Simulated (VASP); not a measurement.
Data:

```
Al
1.0
    0.00000     2.02966     2.02966
    2.02966     0.00000     2.02966
    2.02966     2.02966     0.00000
Al
1
Cartesian
  0.00000   0.00000   0.00000
```

Calculation: PBE GGA with D4 dispersion, VASP's PBE PAW potentials (set 64) (plane waves; VASP). Numerical set-up: 520 eV cut-off, 16×16×16 Γ-centred mesh, first-order Methfessel-Paxton smearing of 0.10 eV, potentials Al.

**Question.** Estimate the energy per atom (σ→0), pressure, band gap (on the k-mesh) with the smallest direct gap where there is one.

**Answer.** 
band gap (on the k-mesh): none (metal, semimetal or under 0.01 eV)
energy per atom (σ→0): -4.090 eV/atom
pressure: -4.27 GPa

Total energies compare only between runs with the same potentials, cut-off and functional.

The compound is Al in the fcc structure. This cell is one point of a volume scan, at 1.06 of the reference volume.
